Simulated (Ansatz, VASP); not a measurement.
# Si (amorphous Si) in two plane-wave programs

Aim: how closely do two programs agree when they are given the same cell, functional and k mesh? The cell is taken from a series of runs on this material, whose earlier steps may have relaxed, scaled, displaced or heated it; both programs get it as it stands.

Program: Ansatz 0.2.0. Level of theory: plane waves, with VASP 6.6.1 beside it; single point at revPBE. Results are calculated unless marked as measured.

## (1) Set-up

The cell holds 164 atoms: 164 Si. Cell: a = 15.076 Å, b = 15.076 Å, c = 15.076 Å, α = 90.0°, β = 90.0°, γ = 90.0°. As first built, before any earlier steps moved the atoms (in the runner's words): 164 atoms (164 Si) placed at random at 2.23 g/cm^3, melted at 3500 K for 10 ps at fixed volume with the Tersoff potential (Tersoff, Phys. Rev. B 39, 5566 (1989)). Quenched from 3500 K to 500 K at 200 K/ps and fixed volume, held 5 ps, then minimised at fixed cell.

## (2) VASP: single point, revPBE

A single point gives forces, pressure and levels at one fixed geometry, so differences don't come from the geometry; what else differs is listed under the comparison.

Lines of VASP's logs that name or quote its potential files are left out, and so is its time.

Contents of INCAR:

```
SYSTEM = Si
PREC = Accurate
ENCUT = 500
EDIFF = 1E-06
NELM = 120
ISMEAR = 0
SIGMA = 0.05
LREAL = Auto
ALGO = Normal
GGA = RE
NBANDS = 442
LORBIT = 11
LWAVE = .FALSE.
LCHARG = .FALSE.
ISIF = 2
LASPH = .TRUE.
GGA_COMPAT = .FALSE.
EFERMI = MIDGAP
```

Contents of POSCAR:

```
Si
1.0
   15.0762000000      0.0000000000      0.0000000000
    0.0000000000     15.0762000000      0.0000000000
    0.0000000000      0.0000000000     15.0762000000
Si
164
Direct
    0.0814500000      0.2276900000      0.1928200000
    0.4468600000      0.6774900000      0.4324600000
    0.2896000000      0.4093800000      0.1722100000
    0.2128400000      0.2028600000      0.8022500000
    0.6023800000      0.6827300000      0.8382100000
    0.7504900000      0.9147500000      0.0774100000
    0.5421100000      0.3886100000      0.9557100000
    0.1104900000      0.9621100000      0.6811100000
    0.8758900000      0.5029000000      0.4100000000
    0.3296900000      0.2645100000      0.4743200000
    0.2030200000      0.8474700000      0.1685800000
    0.2744300000      0.5658400000      0.9565100000
    0.3442300000      0.1675000000      0.8748300000
    0.9188300000      0.3280300000      0.9180800000
    0.5857600000      0.9401700000      0.2591800000
    0.6382000000      0.8937100000      0.3975300000
    0.1322000000      0.5109200000      0.0048400000
    0.4578100000      0.6177300000      0.6734300000
    0.5818400000      0.4763000000      0.5470500000
    0.4073100000      0.4317400000      0.8008200000
    0.5414000000      0.1878600000      0.5386800000
    0.4482300000      0.4140700000      0.1921000000
    0.7348500000      0.0184500000      0.7395400000
    0.8297200000      0.3997400000      0.0259100000
    0.4257200000      0.3153400000      0.7013100000
    0.9685100000      0.9447000000      0.9442700000
    0.4668100000      0.1914200000      0.7802900000
    0.0421000000      0.2505400000      0.9726600000
    0.1888000000      0.5313100000      0.3705200000
    0.4683800000      0.7427500000      0.8986800000
[... 128 atom lines left out ...]
    0.1744900000      0.8641200000      0.5779100000
    0.0536500000      0.5530600000      0.8760400000
    0.5014500000      0.0726300000      0.6806900000
    0.0483500000      0.3685700000      0.7120400000
    0.7807800000      0.6036100000      0.4907600000
    0.6794100000      0.1574600000      0.4747700000
```

Contents of KPOINTS:

```
Automatic mesh
0
Gamma
1 1 1
0 0 0
```

The projector-augmented-wave data sets are Si (PBE family, release 64).

Command:

```console
export OMP_NUM_THREADS=3
mpirun -np 1 vasp_gam
```

Numbers of over 12 decimals in the logs are rounded to 6 here.

The log of the run:

```text
[banner, memory and clock lines left out]
running    1 mpi-ranks, on    1 nodes
[...]
Offloading initialized ...    1 GPUs detected
[...]
|                                                                             |
|               ----> ADVICE to this user running VASP <----                  |
|                                                                             |
|     You enforced a specific xc type in the INCAR file but a different       |
|     [... a line on the potential file left out ...]
|     I HOPE YOU KNOW WHAT YOU ARE DOING!                                     |
|                                                                             |

 LDA part: xc-table for (Slater+PW92), standard interpolation
 POSCAR, INCAR and KPOINTS ok, starting setup
[...]
entering main loop
       N       E                     dE             d eps       ncg     rms          rms(c)
DAV:   1     0.316078753252E+04    0.31608E+04   -0.27615E+05   884   0.126E+03
DAV:   2    -0.422749948332E+03   -0.35835E+04   -0.33624E+04  1112   0.212E+02
DAV:   3    -0.813041252677E+03   -0.39029E+03   -0.37809E+03  1112   0.611E+01
DAV:   4    -0.826769993941E+03   -0.13729E+02   -0.13566E+02  1104   0.133E+01
[...]
DAV:  19    -0.811322367637E+03   -0.25784E-05   -0.36256E-06   840   0.261E-03    0.174E-03
DAV:  20    -0.811322369084E+03   -0.14461E-05   -0.77337E-07   648   0.142E-03    0.971E-04
DAV:  21    -0.811322368960E+03    0.12359E-06   -0.13869E-07   520   0.617E-04
   1 F= -.81132237E+03 E0= -.81132215E+03  d E =-.446551E-03
```

Parts of OUTCAR (step 2):

```text
  FREE ENERGIE OF THE ION-ELECTRON SYSTEM (eV)
  ---------------------------------------------------
  free  energy   TOTEN  =      -811.3223689599 eV

  energy  without entropy=     -811.3219224091  energy(sigma->0) =     -811.32214568

[... 1 further part left out ...]
```

The run ends at a pressure of 0.37 GPa, with forces up to 0.041 eV/Å.

## (3) Ansatz: single point, revPBE

Ansatz runs on its default PAW (the set named soft_2) files.

The same cell, functional, mesh and smearing now go to Ansatz, which takes its cutoff from its data sets.

Contents of input.yaml:

```yaml
crystal:
  lattice:
    - [15.0762, 0.0, 0.0]
    - [0.0, 15.0762, 0.0]
    - [0.0, 0.0, 15.0762]
  atoms:
    - { symbol: Si, position: [0.08145, 0.22769, 0.19282] }
    - { symbol: Si, position: [0.44686, 0.67749, 0.43246] }
    - { symbol: Si, position: [0.2896, 0.40938, 0.17221] }
    - { symbol: Si, position: [0.21284, 0.20286, 0.80225] }
    - { symbol: Si, position: [0.60238, 0.68273, 0.83821] }
    - { symbol: Si, position: [0.75049, 0.91475, 0.07741] }
    - { symbol: Si, position: [0.54211, 0.38861, 0.95571] }
    - { symbol: Si, position: [0.11049, 0.96211, 0.68111] }
    - { symbol: Si, position: [0.87589, 0.5029, 0.41] }
    - { symbol: Si, position: [0.32969, 0.26451, 0.47432] }
    - { symbol: Si, position: [0.20302, 0.84747, 0.16858] }
    - { symbol: Si, position: [0.27443, 0.56584, 0.95651] }
    - { symbol: Si, position: [0.34423, 0.1675, 0.87483] }
    - { symbol: Si, position: [0.91883, 0.32803, 0.91808] }
    - { symbol: Si, position: [0.58576, 0.94017, 0.25918] }
    - { symbol: Si, position: [0.6382, 0.89371, 0.39753] }
    - { symbol: Si, position: [0.1322, 0.51092, 0.00484] }
    - { symbol: Si, position: [0.45781, 0.61773, 0.67343] }
    - { symbol: Si, position: [0.58184, 0.4763, 0.54705] }
    - { symbol: Si, position: [0.40731, 0.43174, 0.80082] }
    - { symbol: Si, position: [0.5414, 0.18786, 0.53868] }
    - { symbol: Si, position: [0.44823, 0.41407, 0.1921] }
    - { symbol: Si, position: [0.73485, 0.01845, 0.73954] }
    - { symbol: Si, position: [0.82972, 0.39974, 0.02591] }
    - { symbol: Si, position: [0.42572, 0.31534, 0.70131] }
    - { symbol: Si, position: [0.96851, 0.9447, 0.94427] }
    - { symbol: Si, position: [0.46681, 0.19142, 0.78029] }
    - { symbol: Si, position: [0.0421, 0.25054, 0.97266] }
    - { symbol: Si, position: [0.1888, 0.53131, 0.37052] }
    - { symbol: Si, position: [0.46838, 0.74275, 0.89868] }
[... 128 atom lines left out ...]
    - { symbol: Si, position: [0.17449, 0.86412, 0.57791] }
    - { symbol: Si, position: [0.05365, 0.55306, 0.87604] }
    - { symbol: Si, position: [0.50145, 0.07263, 0.68069] }
    - { symbol: Si, position: [0.04835, 0.36857, 0.71204] }
    - { symbol: Si, position: [0.78078, 0.60361, 0.49076] }
    - { symbol: Si, position: [0.67941, 0.15746, 0.47477] }
kpoints:
  mp_grid: { grid: [1, 1, 1] }
hamiltonian:
  xc: revpbe
scf:
  occupations: { method: gaussian, width: 0.05 }
output:
  forces: true
  stress: true
  populations: true
  dos:
    method: { smearing: { sigma: 0.08 } }
    de: 0.1
    projected: { site_lists: { Si: [Si] } }
  eigenvalues: true
  write_density: true
  write_potential: true
  volumetric_format: npy
```

Command:

```console
ansatz run input.yaml --threads 4 --pin off --max-ram 8192MiB --backend cpu --events-out ev --progress --plain --runs-dir out
```

The log of the run:

```text
Engine: ansatz 0.2.0, aarch64-unknown-linux-gnu
Pseudopotentials: kind: paw
Pseudopotential: Si, paw, valence charge 4, recommended cutoff 420 eV (normal), Si.paw.azcp
Functional definition: revPBE
  parameter kappa = 1.245
  parameter beta = 0.066725
  exchange = pbe_x(kappa = kappa, mu = beta*pi^2/3)
  correlation = pbe_c(beta = beta)
Crystal: 164 atoms, lattice volume = 3426.697 Å³
Basis set: ecut = 420 eV, 67043 PW (Γ), exchange–correlation on 216×216×216 points (8 copies of the dense FFT grid, shifted against one another)
Bands: 492, of which v1, the nominal top of the filled ones, is band 328 counted from 1 (327 counted from 0)
Symmetry: 1 space group operations
Space group: P1 (ITA 1), of the structure as read, at distance tolerance 1.5e-4 Å
k-points: 1
Non-local potential: Si, projectors of the file, l = 0: 2, l = 1: 2, l = 2: 2
PAW form: soft (Blöchl's): semilocal exchange-correlation on the pseudo side does not see the compensation charge
PAW frozen core: Si, regenerated for the run's functional, and the local potential with it (the file was generated under x = pbe(κ = 0.804, μ = 0.219515), c = pbe(β = 0.066725))
PAW one-centre angular grid: Si, 110 points (default); XC on 64 Gauss nodes
Initial density: superposition of atomic densities (neutral atoms: chi_scale 0, normalization atom), corrected by the library's trained network
Initial wavefunctions: pseudopotential atomic-orbital guess
Functional: x = revpbe(κ = 1.245, μ = 0.219515), c = pbe(β = 0.066725)
SCF iter   1: F=—  HF=-104593.571784 eV  |F-HF|=—  |Δ(HF+E_count)|=         —  Δρ=3.41e-3  dr2=1.06e0  ethr=1.77e-3  ⟨swp⟩=6.0  Hψ=2280  notcnv=0  defer=82
preconditioner: auto → Resta (q_TF=auto, 2.071 Å⁻¹)  ε∞=5.7  [insulator: Δε(μ)=0.229 eV  Ē_g=7.532 eV  σ=0.050 eV  W_gap=1.00  n_scr=484 (ndim 8)  ℏωp=16.2 eV  f_vac=0.007  D(μ)=0.24/eV (n_scr^D=0)  ε∞_Penn≈5.7]
SCF iter   2: F=—  HF=-104593.499126 eV  |F-HF|=—  |Δ(HF+E_count)|=   7.27e-2  Δρ=1.97e-3  dr2=2.66e-1  ethr=1.61e-4  ⟨swp⟩=1.0  Hψ=566  notcnv=0  defer=99
SCF iter   3: F=—  HF=-104593.499450 eV  |F-HF|=—  |Δ(HF+E_count)|=   3.25e-4  Δρ=3.78e-4  dr2=1.09e-2  ethr=4.06e-5  ⟨swp⟩=3.0  Hψ=519  notcnv=0  defer=99
SCF iter   4: F=—  HF=-104593.506927 eV  |F-HF|=—  |Δ(HF+E_count)|=   7.48e-3  Δρ=1.56e-4  dr2=2.86e-3  ethr=1.67e-6  ⟨swp⟩=2.0  Hψ=634  notcnv=0  defer=99
SCF iter   5: F=—  HF=-104593.510194 eV  |F-HF|=—  |Δ(HF+E_count)|=   3.27e-3  Δρ=5.71e-5  dr2=4.12e-4  ethr=4.35e-7  ⟨swp⟩=2.0  Hψ=657  notcnv=0  defer=99
SCF iter   6: F=—  HF=-104593.510981 eV  |F-HF|=—  |Δ(HF+E_count)|=   7.88e-4  Δρ=1.89e-5  dr2=4.20e-5  ethr=6.28e-8  ⟨swp⟩=2.0  Hψ=664  notcnv=0  defer=99
SCF iter   7: F=—  HF=-104593.512628 eV  |F-HF|=—  |Δ(HF+E_count)|=   1.65e-3  Δρ=6.98e-6  dr2=5.93e-6  ethr=6.40e-9  ⟨swp⟩=2.0  Hψ=820  notcnv=0  defer=157
SCF iter   8: F=—  HF=-104593.512639 eV  |F-HF|=—  |Δ(HF+E_count)|=   1.07e-5  Δρ=2.71e-6  dr2=9.36e-7  ethr=9.04e-10  ⟨swp⟩=2.0  Hψ=659  notcnv=0  defer=157
SCF iter   9: F=—  HF=-104593.512640 eV  |F-HF|=—  |Δ(HF+E_count)|=   1.56e-6  Δρ=1.04e-6  dr2=1.66e-7  ethr=1.43e-10  ⟨swp⟩=2.0  Hψ=662  notcnv=0  defer=157
SCF iter  10: F=-104593.512641 eV  HF=-104593.512641 eV  |F-HF|=8.16e-9  |Δ(HF+E_count)|=   1.63e-7  Δρ=3.82e-7  dr2=2.01e-8  ethr=1.52e-11  ⟨swp⟩=25.0  Hψ=4580  notcnv=0
SCF 1 converged in 10 iterations: F = -104593.512641 eV  dr2 = 2.01e-8
  greatest PAW one-centre occupation: 0.670 electrons in one spin orbital (limit 2), on the Si atom at site 64 (counted from 0), in its partial waves of l = 0
SCF converged after 10 iterations
Free energy (F): -104593.512641 eV
Harris-Foulkes:  -104593.512641 eV  (|F-HF|=8.16e-9)
Internal energy: -104593.512201 eV  (E = F + TS)
E sigma→0 (E₀):  -104593.512421 eV
Entropy (-TS):   -0.000439 eV (-0.003 meV/atom)
Fermi energy:    5.988830 eV
--- Per-component energies (eV) ---
  E_band       = 592.036364
  E_kinetic    = 6532.625450
  E_local      = -6358.900130  (includes V_loc(G=0)·N_el)
  E_nonlocal   = 4158.326554
  E_hartree    = 2105.789779
  E_xc         = -9025.669373
  E_vxc        = -7604.429001  (∫ρ·V_xc dr)
  E_paw        = -84417.616096  (= ΣΔE_a)
  E_vpaw       = -347.167632  (= ΣTr[D̂ρ^β])
  E_aug_tail   = 0.001058  (compensation charges beyond the density's cutoff)
  E_ewald      = -17584.959123
  E_core_change = -3.110321  (= ΣΔE_core)
  E_smearing   = -0.000439  (= −TS)
  E_closure    = 0.000000  (closes the sum)
  Σ components = -104593.512641   (vs F -104593.512641, Δ=0.00e0)
--- Forces (eV/Å), atoms counted from 1 ---
  atom   1  Si    -0.00342351     0.00251575     0.00190334
  atom   2  Si     0.00061790     0.00233367    -0.00042401
  atom   3  Si    -0.00033149    -0.00093064    -0.00395608
  atom   4  Si    -0.00156528    -0.00105797    -0.00381278
  atom   5  Si    -0.00185193     0.00357164    -0.00002604
[...]
atom 161  Si    -0.00542351    -0.01094730     0.01172662
  atom 162  Si     0.00235208    -0.00078495     0.00279212
  atom 163  Si    -0.00180655    -0.01423195    -0.00492145
  atom 164  Si    -0.00270730     0.00369428     0.00301841
  max |Σ_I F_I| component: 9.02e-6 eV/Å
--- Stress (GPa, compression-positive) ---
        1.023521       0.216838      -1.030333
        0.216838      -0.100242      -0.784304
       -1.030333      -0.784304       0.763441
  P = ⅓ Tr σ = 0.5622 GPa (5.622 kbar)
--- Band table (eV) ---
  k-point 0: bands = [... 324 lower, 5.6182, 5.7613, 5.8408, 5.8785, 6.0990, 6.3013, 6.3378, 6.4533, ... 160 higher]
--- Löwdin populations: 164 sites ---
  site symbol       q [e]
     0     Si      3.9152
     1     Si      3.9157
     2     Si      3.9497
     3     Si      3.9355
     4     Si      3.8846
     5     Si      3.9649
     6     Si      3.9486
     7     Si      3.9554
     8     Si      3.9529
     9     Si      3.9021
    10     Si      3.9509
    11     Si      3.9854
    12     Si      3.9467
    13     Si      3.9454
    14     Si      3.9536
    15     Si      3.9303
    16     Si      3.9228
    17     Si      3.9847
    18     Si      4.0223
    19     Si      3.9661
    20     Si      3.9399
    21     Si      3.9192
    22     Si      3.9584
    23     Si      3.9729
[...]
156     Si      3.9469
   157     Si      3.9513
   158     Si      3.9444
   159     Si      3.9656
   160     Si      4.0051
   161     Si      3.9436
   162     Si      3.9472
   163     Si      3.9460
  spilling = 0.011621 (of n_electrons = 656.000000)
```

In the SCF lines HF is the Harris–Foulkes energy and dr2 the Hartree energy of the density residual, in eV; the loop may stop once dr2 is under the threshold and the program's other checks hold. Hψ counts applications of the Hamiltonian.

## (4) Differences

Known differences besides the potentials themselves: the cutoff is 420 eV in Ansatz and 500 eV in VASP (PREC = Accurate, projectors in real space); Ansatz makes its cores anew for this functional, VASP keeps those of its PBE data sets. Total energies have different zeros and are not compared.

Compared:

```
              quantity  Ansatz   VASP  difference
        pressure (GPa)    0.56   0.37       +0.19
gap on the k mesh (eV)   0.221  0.220       0.000
```

At this near-relaxed geometry the largest component of a force difference is 15 meV/Å. A gap on the mesh is an upper bound, since the band edges may lie between its points.

## (5) What came out

```yaml
difference_in_gap_on_the_k_mesh_single_point_revpbe: 3.8e-4 eV
```

**Reading.** The difference in gap on the k mesh is 3.8e-4 eV (single point, revPBE), within the 0.08 eV picked in this series as the mark of a large difference. Such differences can come from data sets, numerical settings and the points named under the comparisons, not from the functional's error against experiment.

[Lines on the potential files, build, host, timing and source positions are cut from VASP's logs without a mark.]

[Logs are printed without paths, hosts, clocks, repeated set-up lines and the standing remarks that a program may print on its own settings, such as how far it seeks lower states.]

[Hosts, paths, dates, database ids (printed as entryN), source tags and the programs' standing remarks are cut or masked in the printed files.]
